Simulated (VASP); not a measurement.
```
CoTi
1.0
    2.99000     0.00000     0.00000
    0.00000     2.99000     0.00000
    0.00000     0.00000     2.99000
Ti Co
1 1
Direct
  0.00000   0.00000   0.00000
  0.50000   0.50000   0.50000
```

Calculation: revTPSS meta-GGA, VASP's PBE PAW potentials (set 64) (plane waves; VASP). Numerical set-up: 520 eV cut-off, 11×11×11 Γ-centred mesh, first-order Methfessel-Paxton smearing of 0.10 eV, potentials Ti_sv Co.

Energy and stress use the plane-wave basis of the starting cell.

Q: The ions, cell shape and volume are relaxed. Give the cell that the relaxation ends in.

A: 
```
CoTi
1.0
    2.93959     0.00000     0.00000
    0.00000     2.93959     0.00000
    0.00000     0.00000     2.93959
Ti Co
1 1
Cartesian
  0.00000   0.00000   0.00000
  1.46980   1.46980   1.46980
```
Space group Pm-3m (221), at a tolerance of 0.03 Å.

Q: How do energy and volume change from the first to the last step?

A: The energy (σ→0) changes by -19.7 meV/atom and the volume by -5.0 %, in 4 ionic steps.

```json
[
 {"step": "1", "E(σ→0) (eV)": "-12.1134", "max force (eV/Å)": "0.000", "pressure (GPa)": "-9.14", "volume (Å³)": "26.73"},
 {"step": "2", "E(σ→0) (eV)": "-12.0898", "max force (eV/Å)": "0.000", "pressure (GPa)": "14.02", "volume (Å³)": "23.89"},
 {"step": "3", "E(σ→0) (eV)": "-12.1528", "max force (eV/Å)": "0.000", "pressure (GPa)": "-0.16", "volume (Å³)": "25.43"},
 {"step": "4", "E(σ→0) (eV)": "-12.1528", "max force (eV/Å)": "0.000", "pressure (GPa)": "0.09", "volume (Å³)": "25.40"}
]
```

The compound is TiCo in the CsCl type structure. This run relaxes it. Symmetry was kept, so distortions that lower it aren't found. The run is not spin-polarised, so no magnetic state was tried. The electron count is odd and the run is not spin-polarised, which forces a metal.
